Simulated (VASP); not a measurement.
Energy against volume of PbS (rock salt). All values below come from SCAN meta-GGA, VASP's PBE PAW potentials (set 64) (plane waves; VASP 6.6.1).

```json
[
 {"V (Å³/atom)": "24.764", "E (eV/atom)": "-43.22538"},
 {"V (Å³/atom)": "25.555", "E (eV/atom)": "-43.24107"},
 {"V (Å³/atom)": "26.345", "E (eV/atom)": "-43.24640"},
 {"V (Å³/atom)": "27.135", "E (eV/atom)": "-43.24285"},
 {"V (Å³/atom)": "27.926", "E (eV/atom)": "-43.23178"}
]
```

Task: Fit a third-order Birch-Murnaghan equation of state.

Result: 
```json
{
 "volume_per_atom": "26.40 Å^3/atom",
 "bulk_modulus": "59.1 GPa",
 "pressure_derivative_of_the_bulk_modulus": "4.32",
 "lattice_constant_a": "5.955 Å"
}
```

Measured: a 5.914 Å at 120 K (computed value off by +0.7 %), as given by Noda, Masumoto, Ohba, Saito, Toriumi, Iwata, Shibuya, Acta Cryst. C 43, 1443 (1987), by a structure database's card. The calculation is for a static lattice, while the measured a holds thermal and zero-point effects, which are part of the difference.

The compound is PbS in the rock salt structure. It was relaxed first.
